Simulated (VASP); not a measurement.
These are PBE GGA, VASP's PBE PAW potentials (set 64) (plane waves; VASP) values and carry that method's errors.

A VASP calculation is set up with these files.

File POSCAR:
```
Os
1
    2.7554222501    -0.0000000000     0.0000000000
   -1.3777111250     2.3862653045    -0.0000000000
    0.0000000000     0.0000000000     4.3415976662
Os
2
Direct
  0.6666670000   0.3333330000   0.7500000000
  0.3333330000   0.6666670000   0.2500000000
```

File KPOINTS:
```
Automatic mesh
0
Gamma
14 14 8
0 0 0
```

### INCAR
```
# general
SYSTEM  = Os
PREC    = Accurate
ENCUT   = 480
LREAL   = .FALSE.
LASPH   = .TRUE.

# electronic loop
EDIFF   = 1E-6
NELM    = 100
ALGO    = Normal
LMAXMIX = 6

# smearing
ISMEAR  = 1
SIGMA   = 0.1

# functional
GGA     = PE

# ions
IBRION  = 2
NSW     = 60
ISIF    = 3
EDIFFG  = -0.01

# output
LWAVE   = .FALSE.
LCHARG  = .FALSE.
```

POTCAR, in this order: Os (PBE.64 set). Program: vasp_std.

The resulting files:

### OSZICAR
```
       N       E                     dE             d eps       ncg     rms          rms(c)
DAV:   1     0.943082888703E+02    0.94308E+02   -0.73131E+03  2880   0.120E+03
DAV:   2    -0.174411920706E+02   -0.11175E+03   -0.10070E+03  3116   0.382E+02
DAV:   3    -0.237903773883E+02   -0.63492E+01   -0.58773E+01  3508   0.747E+01
DAV:   4    -0.239316392823E+02   -0.14126E+00   -0.14049E+00  3048   0.114E+01
DAV:   5    -0.239333272828E+02   -0.16880E-02   -0.16876E-02  3364   0.102E+00    0.224E+01
DAV:   6    -0.228212143592E+02    0.11121E+01   -0.12433E+00  3096   0.103E+01    0.101E+01
DAV:   7    -0.224998919052E+02    0.32132E+00   -0.85107E-01  3328   0.833E+00    0.443E-01
DAV:   8    -0.224941471189E+02    0.57448E-02   -0.74708E-03  2940   0.704E-01    0.269E-01
DAV:   9    -0.224919371659E+02    0.22100E-02   -0.14441E-03  3092   0.452E-01    0.564E-02
DAV:  10    -0.224919765107E+02   -0.39345E-04   -0.63442E-05  3192   0.804E-02    0.999E-03
DAV:  11    -0.224919447204E+02    0.31790E-04   -0.71176E-06  2964   0.313E-02    0.860E-04
DAV:  12    -0.224919441370E+02    0.58337E-06   -0.12824E-07  1504   0.396E-03
   1 F= -.22491944E+02 E0= -.22491486E+02  d E =-.224919E+02
```

**OUTCAR**
```
------------------------ aborting loop because EDIFF is reached ----------------------------------------
  FORCE on cell =-STRESS in cart. coord.  units (eV):
  Direction    XX          YY          ZZ          XY          YZ          ZX
  --------------------------------------------------------------------------------------
  Total       -0.0022093     -0.0022093     -0.0003465     -0.0000000     -0.0000000      0.0000000
  in kB       -0.1239940     -0.1239940     -0.0194467     -0.0000000     -0.0000000      0.0000000
  external PRESSURE =      -0.0891449 kB  Pullay stress =       0.0000000 kB
  volume of cell :       28.55
      direct lattice vectors                 reciprocal lattice vectors
     2.755422250  0.000000000  0.000000000     0.362920783  0.209532443  0.000000000
    -1.377711125  2.386265305  0.000000000     0.000000000  0.419064887  0.000000000
     0.000000000  0.000000000  4.341597666     0.000000000  0.000000000  0.230329956
 POSITION                                       TOTAL-FORCE (eV/Angst)
 -----------------------------------------------------------------------------------
      1.37771      0.79542      3.25620         0.000000      0.000000      0.000000
     -0.00000      1.59084      1.08540        -0.000000     -0.000000      0.000000
 -----------------------------------------------------------------------------------
    total drift:                                0.000018     -0.000010     -0.000009
  FREE ENERGIE OF THE ION-ELECTRON SYSTEM (eV)
  ---------------------------------------------------
  free  energy   TOTEN  =       -22.4919441370 eV

  energy  without entropy=      -22.4905707991  energy(sigma->0) =      -22.49148636

 reached required accuracy - stopping structural energy minimisation
```
(Selected blocks of OUTCAR.)

The compound is Os in the hcp structure. It was relaxed first. The start is the result of an earlier pass.
